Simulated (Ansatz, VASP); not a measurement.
# Cu10F (Cu(110)-(1x2)-F, hollow site): VASP beside Ansatz, part 2 of 2

Wanted: the spread between two codes on one cell, functional and k mesh. The cell is taken from a series of runs on this material, whose earlier steps may have relaxed, scaled, displaced or heated it; both programs get it as it stands.

VASP 6.6.1 and Ansatz 0.2.0.

So far: The structure; VASP: single point, PBE.

## (3) Ansatz: single point, PBE

Level of this step: Ansatz beside VASP: Kohn-Sham DFT, plane waves, PBE (Ansatz).

Ansatz runs on its default PAW (the set named soft_2) files.

The same cell, functional, mesh and smearing now go to Ansatz.

The input, input.yaml:

```yaml
crystal:
  lattice:
    - [7.22, 0.0, 0.0]
    - [0.0, 2.5526554801, 0.0]
    - [0.0, 0.0, 22.6053109602]
  atoms:
    - { symbol: Cu, position: [0.0, 0.0, 0.3760178312] }
    - { symbol: Cu, position: [0.5, 0.0, 0.3760178312] }
    - { symbol: Cu, position: [0.25, 0.5, 0.4324792416] }
    - { symbol: Cu, position: [0.75, 0.5, 0.4324792416] }
    - { symbol: Cu, position: [-0.00958761, 0.0, 0.4908584267] }
    - { symbol: Cu, position: [0.50958761, 0.0, 0.4908584267] }
    - { symbol: Cu, position: [0.25, 0.5, 0.5399077957] }
    - { symbol: Cu, position: [0.75, 0.5, 0.5545893432] }
    - { symbol: Cu, position: [0.0121592149, 0.0, 0.6034426743] }
    - { symbol: Cu, position: [0.4878407851, 0.0, 0.6034426743] }
    - { symbol: F, position: [0.25, 0.5, 0.64076094] }
kpoints:
  mp_grid: { grid: [8, 24, 1] }
hamiltonian:
  xc: pbe
scf:
  occupations: { method: fermi_dirac, width: 0.05 }
  convergence: { dr2_threshold: 1.0e-09 }
  n_extra_bands: 23
efield:
  axis: 3
  dipole_correction: true
  ramp_position: 0.97
  ramp_width: 0.06
output:
  band_densities:
    - { e_range: [-0.1, 0] }
    - { e_range: [-0.5, 0] }
    - { e_range: [-1.0, 0] }
    - { e_range: [0, 0.1] }
    - { e_range: [0, 0.5] }
    - { e_range: [0, 1.0] }
    - { e_range: [-2.0, -1.8] }
    - { e_range: [-1.8, -1.6] }
    - { e_range: [-1.6, -1.4] }
    - { e_range: [-1.4, -1.2] }
    - { e_range: [-1.2, -1.0] }
    - { e_range: [-1.0, -0.8] }
    - { e_range: [-0.8, -0.6] }
    - { e_range: [-0.6, -0.4] }
    - { e_range: [-0.4, -0.2] }
    - { e_range: [-0.2, 0.0] }
    - { e_range: [0.0, 0.2] }
    - { e_range: [0.2, 0.4] }
    - { e_range: [0.4, 0.6] }
    - { e_range: [0.6, 0.8] }
    - { e_range: [0.8, 1.0] }
    - { e_range: [1.0, 1.2] }
    - { e_range: [1.2, 1.4] }
    - { e_range: [1.4, 1.6] }
    - { e_range: [1.6, 1.8] }
    - { e_range: [1.8, 2.0] }
  band_residual_tolerance: 0.0001
  dos: { projected: true, e_range: [-5, 4] }
  write_potential: true
  write_density: true
  volumetric_format: npy
basis:
  ecutwfc: "600 eV"
```

On the command line:

```console
$ ansatz run input.yaml --threads 4 --pin off --max-ram 6144MiB --backend cpu --events-out ev --progress --plain --runs-dir out
```

Numbers of over 12 decimals in the logs are rounded to 6 here.

The program printed:

```text
scf.n_extra_bands = 23 over 99 filled bands (N_el = 197.0): the run solves 122 bands
Engine: ansatz 0.2.0, aarch64-unknown-linux-gnu
Pseudopotentials: kind: paw
Pseudopotential: Cu, paw, valence charge 19, recommended cutoff 420 eV (normal), Cu.paw.azcp
Pseudopotential: F, paw, valence charge 7, recommended cutoff 420 eV (normal), F.paw.azcp
Functional definition: PBE
  parameter kappa = 0.804
  parameter beta = 0.066725
  exchange = pbe_x(kappa = kappa, mu = beta*pi^2/3)
  correlation = pbe_c(beta = beta)
Crystal: 11 atoms, lattice volume = 416.620 Å³
Basis set: ecut = 600 eV, 13893 PW (Γ)
Bands: 122, of which v1, the nominal top of the filled ones, is band 99 counted from 1 (98 counted from 0)
Symmetry: 4 space group operations
Space group: Pmm2 (ITA 25), of the structure as read, at distance tolerance 7.5e-5 Å
k-points: 65 of 192
Non-local potential: Cu, projectors of the file, l = 0: 3, l = 1: 2, l = 2: 3, l = 3: 1
Non-local potential: F, projectors of the file, l = 0: 2, l = 1: 2, l = 2: 1
PAW form: soft (Blöchl's): semilocal exchange-correlation on the pseudo side does not see the compensation charge
PAW one-centre angular grid: Cu, 590 points (default); XC on 64 Gauss nodes
PAW one-centre angular grid: F, 110 points (default); XC on 64 Gauss nodes
Initial density: superposition of atomic densities (neutral atoms: chi_scale 0, normalization atom), corrected by the library's trained network
Initial wavefunctions: pseudopotential atomic-orbital guess
Functional: x = pbe(κ = 0.804, μ = 0.219515), c = pbe(β = 0.066725)
SCF iter   1: F=—  HF=-67056.285668 eV  |F-HF|=—  |Δ(HF+E_count)|=         —  Δρ=2.99e-3  dr2=8.86e-2  ethr=1.77e-3  p=-0.070 e·Å  D=-3.04e-2 V/Å  ΔV_dip=0.69 eV  dr2_dipole=3.24e-3  V_vac-E_F(+/−)=4.98/4.29 eV  ⟨swp⟩=7.3  Hψ=33761  notcnv=0  defer=581
efield: sawtooth ramp at fractional position 0.9700 (set: `efield.ramp_position`, or a place that a band, a saddle search or an elastic batch's reference lends), width 0.0600; the density the first Hamiltonian is built on has a dipole p = -0.070 e·Å; the dipole correction subtracts the counter field D = -3.04e-2 V/Å, which shifts the + side's vacuum level by +0.69 eV against the − side's; the planar-averaged density in the ramp window peaks in size at 1.2e-5 e/Å³
preconditioner: auto → LDOS  [metal: Δε(μ)=0.007 eV  Ē_g=8.854 eV  σ=0.050 eV  W_gap=0.03  n_scr=72 (ndim 8)  ℏωp=19.7 eV  f_vac=0.645  D(μ)=2.81/eV (n_scr^D=16)  β→1.0]
SCF iter   2: F=—  HF=-67056.310152 eV  |F-HF|=—  |Δ(HF+E_count)|=   2.45e-2  Δρ=5.09e-3  dr2=9.96e-2  ethr=4.49e-5  p=-0.083 e·Å  D=-3.62e-2 V/Å  ΔV_dip=0.82 eV  dr2_dipole=7.75e-4  V_vac-E_F(+/−)=5.26/4.44 eV  ⟨swp⟩=3.0  Hψ=15883  notcnv=0  defer=1047
SCF iter   3: F=—  HF=-67056.302679 eV  |F-HF|=—  |Δ(HF+E_count)|=   7.47e-3  Δρ=4.57e-3  dr2=4.99e-2  ethr=4.49e-5  p=-0.079 e·Å  D=-3.43e-2 V/Å  ΔV_dip=0.78 eV  dr2_dipole=1.12e-4  V_vac-E_F(+/−)=5.18/4.40 eV  ⟨swp⟩=2.0  Hψ=13766  notcnv=0  defer=1047
SCF iter   4: F=—  HF=-67056.291349 eV  |F-HF|=—  |Δ(HF+E_count)|=   1.13e-2  Δρ=8.52e-4  dr2=2.04e-3  ethr=2.53e-5  p=-0.076 e·Å  D=-3.32e-2 V/Å  ΔV_dip=0.75 eV  dr2_dipole=5.85e-6  V_vac-E_F(+/−)=5.14/4.39 eV  ⟨swp⟩=2.0  Hψ=10784  notcnv=0  defer=1047
SCF iter   5: F=—  HF=-67056.290897 eV  |F-HF|=—  |Δ(HF+E_count)|=   4.52e-4  Δρ=3.27e-4  dr2=2.47e-4  ethr=1.04e-6  p=-0.077 e·Å  D=-3.34e-2 V/Å  ΔV_dip=0.76 eV  dr2_dipole=2.12e-8  V_vac-E_F(+/−)=5.15/4.39 eV  ⟨swp⟩=2.6  Hψ=13840  notcnv=0  defer=1047
SCF iter   6: F=—  HF=-67056.290876 eV  |F-HF|=—  |Δ(HF+E_count)|=   2.06e-5  Δρ=7.69e-5  dr2=2.01e-5  ethr=1.25e-7  p=-0.077 e·Å  D=-3.33e-2 V/Å  ΔV_dip=0.75 eV  dr2_dipole=1.42e-6  V_vac-E_F(+/−)=5.15/4.39 eV  ⟨swp⟩=2.4  Hψ=13112  notcnv=0  defer=1047
SCF iter   7: F=—  HF=-67056.290865 eV  |F-HF|=—  |Δ(HF+E_count)|=   1.09e-5  Δρ=6.66e-5  dr2=1.43e-5  ethr=1.02e-8  p=-0.076 e·Å  D=-3.32e-2 V/Å  ΔV_dip=0.75 eV  dr2_dipole=8.38e-7  V_vac-E_F(+/−)=5.14/4.39 eV  ⟨swp⟩=2.4  Hψ=12581  notcnv=0  defer=1047
SCF iter   8: F=—  HF=-67056.291108 eV  |F-HF|=—  |Δ(HF+E_count)|=   2.43e-4  Δρ=2.85e-5  dr2=2.95e-6  ethr=7.24e-9  p=-0.076 e·Å  D=-3.32e-2 V/Å  ΔV_dip=0.75 eV  dr2_dipole=2.00e-7  V_vac-E_F(+/−)=5.14/4.40 eV  ⟨swp⟩=2.0  Hψ=10003  notcnv=0  defer=1047
SCF iter   9: F=—  HF=-67056.291109 eV  |F-HF|=—  |Δ(HF+E_count)|=   1.49e-7  Δρ=8.19e-6  dr2=4.12e-7  ethr=1.50e-9  p=-0.076 e·Å  D=-3.31e-2 V/Å  ΔV_dip=0.75 eV  dr2_dipole=8.32e-8  V_vac-E_F(+/−)=5.15/4.40 eV  ⟨swp⟩=2.0  Hψ=10182  notcnv=0  defer=1047
SCF iter  10: F=—  HF=-67056.291109 eV  |F-HF|=—  |Δ(HF+E_count)|=   1.89e-7  Δρ=3.43e-6  dr2=3.14e-8  ethr=2.09e-10  p=-0.076 e·Å  D=-3.31e-2 V/Å  ΔV_dip=0.75 eV  dr2_dipole=1.30e-9  V_vac-E_F(+/−)=5.15/4.40 eV  ⟨swp⟩=2.0  Hψ=10391  notcnv=0  defer=1047
[...]
SCF converged after 13 iterations
Free energy (F): -67056.291109 eV
Harris-Foulkes:  -67056.291109 eV  (|F-HF|=7.86e-10)
Internal energy: -67056.267264 eV  (E = F + TS)
E sigma→0 (E₀):  -67056.279186 eV
Entropy (-TS):   -0.023845 eV (-2.168 meV/atom)
Fermi energy:    1.566289 eV
Dipole field:    D = -0.033131 V/Å  (p = -0.076280 e·Å, saw-weighted, corrected)
Work function:   Φ+ = 5.1453 eV   Φ− = 4.3964 eV
Levels:          The Fermi level and band energies are counted from a zero that moves with the ramp; work functions are not
--- Per-component energies (eV) ---
  E_band       = -6482.271804
  E_kinetic    = 3199.067430
  E_local      = -400538.300765  (includes V_loc(G=0)·N_el)
  E_nonlocal   = 4011.074993
  E_hartree    = 196369.207126
  E_xc         = -964.640570
  E_vxc        = -1243.263885  (∫ρ·V_xc dr)
  E_paw        = -16863.309583  (= ΣΔE_a)
  E_vpaw       = -4648.585821  (= ΣTr[D̂ρ^β])
  E_aug_tail   = 0.001732  (compensation charges beyond the density's cutoff)
  E_efield     = 0.001264  (sawtooth field / dipole correction)
  E_vefield    = -0.681168  (∫n·V_field dr)
  E_ewald      = 147730.631110
  E_smearing   = -0.023845  (= −TS)
  E_closure    = -0.000000  (closes the sum)
  Σ components = -67056.291109   (vs F -67056.291109, Δ=0.00e0)
--- Band table (eV; the first three rows and the last of 65) ---
  k-point 0: bands = [... 95 lower, 0.1745, 0.2146, 0.2633, 0.3634, 0.4578, 0.8129, 2.1456, 2.7915, ... 19 higher]
  k-point 1: bands = [... 95 lower, 0.1673, 0.2434, 0.3329, 0.3767, 0.4943, 0.9352, 2.1971, 2.8333, ... 19 higher]
  k-point 2: bands = [... 95 lower, 0.2223, 0.2681, 0.2772, 0.5776, 0.5987, 1.2017, 2.3469, 2.9544, ... 19 higher]
  k-point 64: bands = [... 95 lower, 1.8306, 1.8491, 1.8680, 3.0993, 3.5394, 3.5675, 3.5839, 5.0781, ... 19 higher]
--- Band densities, each state counted as filled ---
  window                                       electrons  max residual (eV)  cut levels
  e_range: [-0.1, 0]                            0.260417             1.6e-6           0
  e_range: [-0.5, 0]                            1.531250             2.7e-6           0
  e_range: [-1, 0]                              3.708333             2.7e-6           0
  e_range: [0, 0.1]                             0.354167             3.9e-6           0
  e_range: [0, 0.5]                             1.427083             7.7e-6           0
  e_range: [0, 1]                               3.135417             2.7e-5           0
  e_range: [-2, -1.8]                           8.427083             2.1e-6           0
  e_range: [-1.8, -1.6]                         8.812500             1.6e-6           0
  e_range: [-1.6, -1.4]                        12.197917             2.6e-6           0
  e_range: [-1.4, -1.2]                         4.666667             2.4e-6           0
  e_range: [-1.2, -1]                           1.197917             2.0e-6           0
  e_range: [-1, -0.8]                           1.010417             2.3e-6           0
  e_range: [-0.8, -0.6]                         0.687500             5.8e-7           0
  e_range: [-0.6, -0.4]                         0.875000             2.5e-6           0
  e_range: [-0.4, -0.2]                         0.625000             2.1e-6           0
  e_range: [-0.2, 0]                            0.510417             2.7e-6           0
  e_range: [0, 0.2]                             0.645833             5.2e-6           0
  e_range: [0.2, 0.4]                           0.635417             7.5e-6           0
  e_range: [0.4, 0.6]                           0.593750             2.0e-5           0
  e_range: [0.6, 0.8]                           0.635417             2.7e-5           0
  e_range: [0.8, 1]                             0.625000             2.4e-5           0
  e_range: [1, 1.2]                             0.666667             1.9e-5           0
  e_range: [1.2, 1.4]                           0.656250             1.3e-5           0
  e_range: [1.4, 1.6]                           0.531250             2.0e-5           0
  e_range: [1.6, 1.8]                           0.708333             1.0e-5           0
  e_range: [1.8, 2]                             0.656250             1.3e-5           0
```

The column dr2 measures how far the density is from self-consistency, as an energy; F and HF (Harris–Foulkes) agree once it is small.

## (4) Side by side

Known differences besides the potentials themselves: the data sets hold 197 valence electrons in Ansatz (on its default PAW (the set named soft_2) files) and 117 in VASP; the cutoff is 600 eV in Ansatz and 520 eV in VASP. Total energies have different zeros and are not compared.

Both answers:

```
                                   quantity  Ansatz  VASP  difference
 work function, lower of the two faces (eV)    4.40  4.38       +0.02
work function, higher of the two faces (eV)    5.15  5.15       -0.01
```

With vacuum in the cell, a pressure given here is an average over mostly empty space and none of the material.

## (5) Results

```yaml
difference_in_work_function_lower_of_the_two_faces_single_point_pbe: 0.016 eV
```

In words: The difference in work function, lower of the two faces is 0.016 eV (single point, PBE). The data sets hold unlike numbers of valence electrons (197 in Ansatz and 117 in VASP), so part of the differences comes from the potentials. Such differences can come from data sets, numerical settings and the points named under the comparisons, not from the functional's error against experiment.

[Lines on the potential files, build, host, timing and source positions are cut from VASP's logs without a mark.]

[Logs are printed without paths, hosts, clocks, repeated set-up lines and the standing remarks that a program may print on its own settings, such as how far it seeks lower states.]

[Hosts, paths, dates, database ids (printed as entryN), source tags and the programs' standing remarks are cut or masked in the printed files.]
